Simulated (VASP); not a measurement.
VASP runs on Ir2Au (space group Fd-3m) share one base input (PBE GGA, plane waves, VASP's PBE PAW potentials (set 64)) and change the settings named in each case.

### INCAR
```
SYSTEM = Ir2Au
PREC = Accurate
ENCUT = 300
EDIFF = 1E-6
NELM = 100
ALGO = Normal
LREAL = .FALSE.
LASPH = .TRUE.
ISMEAR = -1
SIGMA = 0.1
GGA = PE
LMAXMIX = 6
LWAVE = .FALSE.
LCHARG = .FALSE.
ISIF = 2
```

File KPOINTS:
```
Automatic mesh
0
Gamma
5 5 5
0 0 0
```

### POSCAR
```
Ir2Au
3.6505530
  0.0000000000   1.0000000000   1.0000000000
  1.0000000000   0.0000000000   1.0000000000
  1.0000000000   1.0000000000   0.0000000000
Ir Au
4 2
Cart
  0.2500000000   0.2500000000   0.2500000000
  0.2500000000   0.7500000000   0.7500000000
  0.7500000000   0.2500000000   0.7500000000
  0.7500000000   0.7500000000   0.2500000000
  1.5000000000   1.5000000000   1.5000000000
  1.0000000000   1.0000000000   1.0000000000
```

POTCAR, in this order: Ir Au (PBE.64 set). Program: vasp_std.

| change | E(σ→0) (eV/atom) | pressure (GPa) | −TS (eV) |
|---|---|---|---|
| base run | -6.3100 | 7.59 | -0.3445 |
| GGA = PS | -7.1445 | -1.61 | -0.3447 |
| GGA_COMPAT = .FALSE., LNONCOLLINEAR = .TRUE., LSORBIT = .TRUE., MAGMOM = 0.0 0.0 0.0 0.0 0.0 0.0 0.0 0.0 0.0 0.0 0.0 0.0 0.0 0.0 0.0 0.0 0.0 0.0, program vasp_ncl | -6.7266 | 8.44 | -0.2667 |
| KPOINTS 4×4×4 Γ-centred mesh | -6.2948 | ___ | ___ |

**Question.** Fill in the missing entries.

**Answer.** 
- KPOINTS 4×4×4 Γ-centred mesh, pressure (GPa): 7.64
- KPOINTS 4×4×4 Γ-centred mesh, −TS (eV): -0.3018

Energies of different potentials or functionals have different zeros.  Unless said otherwise, spin-orbit coupling is left out, though it shifts the bands of the heavy elements here. At 300 eV the pressure can carry a Pulay error.

Left out are runs that ran out of time, are held back, or changed the cell or the kind of run, fixed moments of cells without a moment, rows past the twelfth, gaps on odd meshes, pressures of charged cells and columns that move by less than the noise.

The structure was generated: Ir2Au was put into an ordered model structure, which need not be its known phase. The cell was not relaxed at this level.
